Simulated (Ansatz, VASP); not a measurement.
# Cross-check of CuRu2 (Ru-Cu-Ru stack, (111) layers) between VASP and Ansatz, part 2 of 2

Aim: how closely do two programs agree when they are given the same cell, functional and k mesh? Of the first pair: The structure shown is the start of the Ansatz relaxation below; VASP solves that cell, so the two are compared at the walk's first step.

VASP 6.6.1 and Ansatz 0.2.0.

So far. Step 3 (VASP: single point, PBEsol, start cell, pair 1): The run ends at a pressure of 1.19 GPa, with forces up to 0.44 eV/Å.

## (6) VASP: single point, PBEsol, relaxed cell, pair 2

Level of this step: PBEsol; plane waves and PAW (Ru_pv, Cu) (VASP).

The same cell, functional, mesh and smearing now go to VASP, with its own data sets.

INCAR

```
SYSTEM = CuRu2
PREC = Accurate
ENCUT = 520
EDIFF = 1E-06
NELM = 120
ISMEAR = 0
SIGMA = 0.1
LREAL = .FALSE.
ALGO = Normal
GGA = PS
NBANDS = 25
LASPH = .TRUE.
LORBIT = 11
LWAVE = .FALSE.
LCHARG = .FALSE.
ISIF = 2
LDIPOL = .TRUE.
IDIPOL = 3
DIPOL = 0.5 0.5 0.236
LVHAR = .TRUE.
GGA_COMPAT = .FALSE.
NELMDL = -8
```

POSCAR

```
CuRu2
1.0
    2.5590802573      0.0000000000      0.0000000000
   -1.2795401286      2.2162285131      0.0000000000
    0.0000000000      0.0000000000     32.1369381666
Ru Cu
2 1
Direct
    0.0000000000      0.0000000000      0.1695743421
    0.6666666667      0.3333333333      0.3024205294
    0.3333333333      0.6666666667      0.2359974357
```

KPOINTS

```
Automatic mesh
0
Gamma
15 15 1
0 0 0
```

The projector-augmented-wave data sets are Ru_pv and Cu (PBE family, release 64).

Run with:

```console
mpirun -np 1 vasp_std
```

Numbers of over 12 decimals in the logs are rounded to 6 here.

What it wrote:

```text
[banner, memory and clock lines left out]
running    1 mpi-ranks, on    1 nodes
[...]
[... a notice as in an earlier step ...]

 LDA part: xc-table for (Slater+PW92), standard interpolation
 POSCAR, INCAR and KPOINTS ok, starting setup
[...]
entering main loop
       N       E                     dE             d eps       ncg     rms          rms(c)
DAV:   1     0.331915517194E+03    0.33192E+03   -0.21025E+04  1782   0.141E+03
DAV:   2    -0.540130937517E+01   -0.33732E+03   -0.32714E+03  1458   0.381E+02
DAV:   3    -0.241643190144E+02   -0.18763E+02   -0.17515E+02  1783   0.983E+01
DAV:   4    -0.248874500821E+02   -0.72313E+00   -0.70980E+00  1628   0.184E+01
[...]
DAV:  27    -0.216776372026E+02   -0.13235E-05   -0.58696E-08   845   0.430E-03    0.199E-04
DAV:  28    -0.216776382224E+02   -0.10198E-05   -0.36684E-08   835   0.162E-03    0.110E-04
DAV:  29    -0.216776385518E+02   -0.32939E-06   -0.11352E-08   705   0.826E-04
   1 F= -.21677639E+02 E0= -.21664990E+02  d E =-.252975E-01
```

Parts of OUTCAR (step 6):

```text
  Total        0.0302889      0.0302889      0.0952634      0.0000000     -0.0000000     -0.0000000
  in kB        0.2662506      0.2662506      0.8374019      0.0000000     -0.0000000     -0.0000000
  external PRESSURE =       0.4566343 kB  Pullay stress =       0.0000000 kB

 POSITION                                       TOTAL-FORCE (eV/Angst)
 -----------------------------------------------------------------------------------
      0.00000      0.00000      5.44960        -0.000000      0.000000     -0.031091
      1.27954      0.73874      9.71887         0.000000     -0.000000      0.031091
     -0.00000      1.47749      7.58423         0.000000      0.000000      0.000000
 -----------------------------------------------------------------------------------
    total drift:                                0.000002     -0.000001      0.000385

  FREE ENERGIE OF THE ION-ELECTRON SYSTEM (eV)
  ---------------------------------------------------
  free  energy   TOTEN  =       -21.6776385518 eV

  energy  without entropy=      -21.6523410696  energy(sigma->0) =      -21.66498981

[... 1 part as in an earlier step ...]

[... 2 further parts left out ...]
[key lines of the parts left out:]
E-fermi :  -1.8912
```

The run ends at a pressure of 0.05 GPa, with forces up to 0.031 eV/Å.

## (7) Differences

What differs besides the data sets and the points named for the pairs above, as far as they apply: the data sets hold 51 valence electrons in Ansatz (on its default PAW (the set named soft_2) files) and 39 in VASP. Total energies have different zeros and are not compared.

The largest component of a force difference here is 30 meV/Å. Where the cell holds vacuum, a pressure given here is an average over it and none of the material.

## (8) Ansatz: relaxation, PBEsol

The two programs are compared at the cell with which this relaxation starts, whose forces are those of its first step.

The structure compared here is the start of the Ansatz relaxation; VASP solves that cell, so the two are compared at the walk's first step.

input.yaml

```yaml
crystal:
  lattice:
    - [2.5590802573, 0.0, 0.0]
    - [-1.2795401286, 2.2162285131, 0.0]
    - [0.0, 0.0, 32.1369381666]
  atoms:
    - { symbol: Ru, position: [0.0, 0.0, 0.1695743421] }
    - { symbol: Cu, position: [0.3333333333, 0.6666666667, 0.2359974357] }
    - { symbol: Ru, position: [0.6666666667, 0.3333333333, 0.3024205294] }
  periodic: [true, true, false]
kpoints:
  mp_grid: { grid: [12, 12, 1] }
hamiltonian:
  xc: pbesol
scf:
  occupations: { method: methfessel_paxton, width: 0.2 }
output:
  forces: true
  stress: true
  eigenvalues: true
  write_density: true
  write_potential: true
  elf: true
  volumetric_format: npy
relax:
  adjacent_minimum: "off"
  f_tol: 0.001
  max_steps: 60
  cell: { stress_2d_tol: 0.002 }
```

Run with:

```console
ansatz run input.yaml --threads 4 --pin off --max-ram 8192MiB --backend cpu --events-out ev --progress --plain --runs-dir out
```

What it wrote:

```text
[...]
Crystal: 3 atoms, lattice volume = 182.265 Å³
Basis set: ecut = 420 eV, 3641 PW (Γ), exchange–correlation on 36×36×432 points (8 copies of the dense FFT grid, shifted against one another)
Bands: 31, of which v1, the nominal top of the filled ones, is band 26 counted from 1 (25 counted from 0)
Symmetry: 12 space group operations
[...]
k-points: 19 of 144
[...]
--- Relaxed structure (5 steps of the walk, 5 accepted, 1 SCFs on fresh bases) ---
[...]
cell:  # Å, volume = 182.6153 Å³
    - [2.561539, -2.8895268486059994e-11, 0]
    - [-1.280770, 2.218358, 0]
    - [0, 0, 32.1369381666]
  atoms:
    - { symbol: Ru, position: [2.246898277884246e-19, 0, 0.169784] }
    - { symbol: Cu, position: [0.333333, 0.666667, 0.235997] }
    - { symbol: Ru, position: [0.666667, 0.333333, 0.302211] }
[key lines of the parts left out:]
SCF converged after 11 iterations
Free energy (F): -18218.790463 eV
Fermi energy:    -5.448377 eV
P = ½ c Tr σ = -0.0006 N/m
```

## (9) VASP: single point, PBEsol, start cell, pair 3

The same cell, functional, mesh and smearing now go to VASP, with its own data sets.

Edit INCAR of step 6 so:

```diff
@@ -5,4 +5,4 @@
 NELM = 120
-ISMEAR = 0
-SIGMA = 0.1
+ISMEAR = 1
+SIGMA = 0.2
 LREAL = .FALSE.
```

POSCAR

```
CuRu2
1.0
    2.5590800000      0.0000000000      0.0000000000
   -1.2795400000      2.2162290000      0.0000000000
    0.0000000000      0.0000000000     32.1369380000
Ru Cu
2 1
Direct
    0.0000000000      0.0000000000      0.1695743384
    0.6666666667      0.3333333333      0.3024205355
    0.3333333333      0.6666666667      0.2359974370
```

KPOINTS

```
Automatic mesh
0
Gamma
12 12 1
0 0 0
```

Run with:

```console
mpirun -np 1 vasp_std
```

What it wrote:

```text
[... set-up lines as in an earlier step ...]
 entering main loop
       N       E                     dE             d eps       ncg     rms          rms(c)
DAV:   1     0.332469813696E+03    0.33247E+03   -0.21022E+04  1262   0.140E+03
DAV:   2    -0.556463497326E+01   -0.33803E+03   -0.32820E+03  1047   0.384E+02
DAV:   3    -0.241221582326E+02   -0.18558E+02   -0.17254E+02  1192   0.988E+01
DAV:   4    -0.248791546195E+02   -0.75700E+00   -0.74481E+00  1156   0.194E+01
[...]
DAV:  25    -0.216535736310E+02   -0.30508E-05   -0.86956E-08   613   0.137E-03    0.311E-04
DAV:  26    -0.216535761029E+02   -0.24719E-05   -0.95054E-08   619   0.375E-03    0.369E-04
DAV:  27    -0.216535770428E+02   -0.93987E-06   -0.23060E-08   575   0.639E-04
   1 F= -.21653577E+02 E0= -.21653001E+02  d E =-.172860E-02
```

OUTCAR, selected parts (step 9):

```text
  Total        0.1362304      0.1362305     -0.0462698     -0.0000000      0.0000000      0.0000000
  in kB        1.1975171      1.1975179     -0.4067292     -0.0000000      0.0000000      0.0000000
  external PRESSURE =       0.6627686 kB  Pullay stress =       0.0000000 kB

 POSITION                                       TOTAL-FORCE (eV/Angst)
 -----------------------------------------------------------------------------------
      0.00000      0.00000      5.44960        -0.000000      0.000000      0.002930
      1.27954      0.73874      9.71887         0.000000     -0.000000     -0.002930
     -0.00000      1.47749      7.58424        -0.000000     -0.000000     -0.000000
 -----------------------------------------------------------------------------------
    total drift:                                0.000002     -0.000001      0.000447

  FREE ENERGIE OF THE ION-ELECTRON SYSTEM (eV)
  ---------------------------------------------------
  free  energy   TOTEN  =       -21.6535770428 eV

  energy  without entropy=      -21.6518484380  energy(sigma->0) =      -21.65300084

[... 3 further parts left out ...]
[key lines of the parts left out:]
E-fermi :  -1.8977
```

The run ends at a pressure of 0.07 GPa, with forces up to 0.0029 eV/Å.

## (10) Comparison

What differs besides the data sets and the points named for the pairs above, as far as they apply: the data sets hold 51 valence electrons in Ansatz (on its default PAW (the set named soft_2) files) and 39 in VASP. Total energies have different zeros and are not compared.

The largest component of a force difference here is 31 meV/Å. Where the cell holds vacuum, a pressure given here is an average over it and none of the material.

## (11) Outcome

```json
{
  "r.m.s. force difference (single point, PBEsol, start cell, pair 1)": "7.0 % of the r.m.s. force",
  "r.m.s. force difference (single point, PBEsol, relaxed cell, pair 2)": "14 meV/Å",
  "r.m.s. force difference (single point, PBEsol, start cell, pair 3)": "14 meV/Å"
}
```

In words: The r.m.s. force difference is 7.0 % of the r.m.s. force (single point, PBEsol, start cell, pair 1), beyond the 3 % picked in this series as the mark of a large difference. The data sets hold unlike numbers of valence electrons (51 in Ansatz and 39 in VASP), so part of the differences may come from the potentials. What causes the difference of the single point, PBEsol, start cell, pair 1 pair stays open here. What causes the difference of the single point, PBEsol, relaxed cell, pair 2 pair stays open here. What causes the difference of the single point, PBEsol, start cell, pair 3 pair stays open here. 1 further pair of this series is not shown here. Such differences can come from data sets, numerical settings and the points named under the comparisons, not from the functional's error against experiment.

[Lines on the potential files, build, host, timing and source positions are cut from VASP's logs without a mark.]

[Logs are printed without paths, hosts, clocks, repeated set-up lines and the standing remarks that a program may print on its own settings, such as how far it seeks lower states.]

[Hosts, paths, dates, database ids (printed as entryN), source tags and the programs' standing remarks are cut or masked in the printed files.]
